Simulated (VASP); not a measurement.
An input for Ansatz (written as the equivalent of a VASP run, and not itself run):

Ansatz 0.2 input:
```yaml
crystal:
  lattice:
    - [0.0000000, 2.9100000, 2.9100000]
    - [2.9100000, 0.0000000, 2.9100000]
    - [2.9100000, 2.9100000, 0.0000000]
  atoms:
    - { symbol: Cd, position: [0.0000000, 0.0000000, 0.0000000] }
    - { symbol: S, position: [0.2500000, 0.2500000, 0.2500000] }
kpoints:
  mp_grid: { grid: [5, 5, 5] }
hamiltonian:
  xc: lda
  pseudopotentials: { kind: paw }
magnetization: { noncollinear: true, spin_orbit: true }
scf:
  occupations: { method: fermi_dirac, width: 0.05 }
  max_iter: 100
output: { forces: true, stress: true, eigenvalues: true }
```

Q: Write the VASP files for the same calculation (LDA+SOC).

A: Several could match; the one computed here: 
### POSCAR
```
CdS
1
    0.0000000000     2.9100000000     2.9100000000
    2.9100000000     0.0000000000     2.9100000000
    2.9100000000     2.9100000000     0.0000000000
Cd S
1 1
Direct
  0.0000000000   0.0000000000   0.0000000000
  0.2500000000   0.2500000000   0.2500000000
```

### KPOINTS
```
Automatic mesh
0
Gamma
5 5 5
0 0 0
```

**INCAR**
```
# general
SYSTEM         =  CdS
PREC           =  Accurate
ENCUT          =  300   # plane-wave cut-off (eV)
LREAL          =  F
LASPH          =  T   # aspherical one-centre terms

# electronic loop
EDIFF          =  1E-6
NELM           =  100   # most electronic steps
ALGO           =  Normal   # blocked Davidson
LMAXMIX        =  4

# smearing
ISMEAR         =  -1   # Fermi-Dirac
SIGMA          =  0.05

# functional
GGA_COMPAT     =  F

# spin
MAGMOM         =  6*0.0
LSORBIT        =  T
LNONCOLLINEAR  =  T

# ions
ISIF           =  2

# output
LWAVE          =  F
LCHARG         =  F
LORBIT         =  11   # lm-projected
```

POTCAR, in this order: Cd S (LDA.64 set). Program: vasp_ncl.

The two are equivalent in intent, not identical: each code has its own PAW files, so the cut-off isn't converted (ENCUT is set for VASP's; basis.ecutwfc is left out, and Ansatz then takes the one that its files recommend); Ansatz stops its SCF on the density residual and VASP on the energy change (EDIFF); Ansatz's lda is the Perdew-Wang form, while the LDA potentials of VASP carry Perdew-Zunger's.

The structure is a typed CdS crystal. The cell was not relaxed at this level. The run is one of a series of settings (GGA_COMPAT = .FALSE., LNONCOLLINEAR = .TRUE., LSORBIT = .TRUE., MAGMOM = 0.0 0.0 0.0 0.0 0.0 0.0, program vasp_ncl against the base run), some of them coarse on purpose.
